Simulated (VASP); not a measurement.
Given:

```
CELL_PARAMETERS angstrom
     -1.97826     1.97826     1.97826
      1.97826    -1.97826     1.97826
      1.97826     1.97826    -1.97826
ATOMIC_POSITIONS crystal
  Pb 0.00000 0.00000 0.00000
```

Method: r2SCAN meta-GGA, VASP's PBE PAW potentials (set 64) (plane waves; VASP). Numerical set-up: 400 eV cut-off, 12×12×12 Γ-centred mesh, first-order Methfessel-Paxton smearing of 0.10 eV, potentials Pb_d.

Unless said otherwise, spin-orbit coupling is left out, though it shifts the bands of the heavy elements here.

**Question.** Estimate the energy per atom (σ→0), band gap (on the k-mesh) with the smallest direct gap where there is one.

**Answer.** 
- band gap (on the k-mesh): none (metal, semimetal or under 0.01 eV)
- energy per atom (σ→0): -56.235 eV/atom

The structure was generated: Pb was put into the bcc type (Im-3m), which need not be its known phase. It was relaxed first. The start is the result of an earlier pass.
